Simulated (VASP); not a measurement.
Input:

```xyz
3
Lattice="0.0000 2.2716 2.2716 2.2716 0.0000 2.2716 2.2716 2.2716 0.0000" Properties=species:S:1:pos:R:3 pbc="T T T"
Li     1.1358     1.1358     1.1358
Li     3.4073     3.4073     3.4073
O      4.5431     4.5431     4.5431
```

These are revTPSS meta-GGA, VASP's PBE PAW potentials (set 64) (plane waves; VASP 6.6.1) values and carry that method's errors. Numerical set-up: 520 eV cut-off, 8×8×8 Γ-centred mesh, Gaussian smearing of 0.050 eV, potentials Li_sv O.

Task: The job: Li2O (antifluorite), 3 atoms, revTPSS, static run, 520 eV, 8×8×8 Γ-centred mesh. Roughly how much core time does it take on a busy server core?

Result: About 2 core-minutes (one run on a shared machine, a rough figure). It had 29 irreducible k-points, 10 bands, up to 648 plane waves and 38 electronic steps.

The compound is Li2O in the antifluorite structure. This cell is one point of a volume scan, at 0.97 of the reference volume.
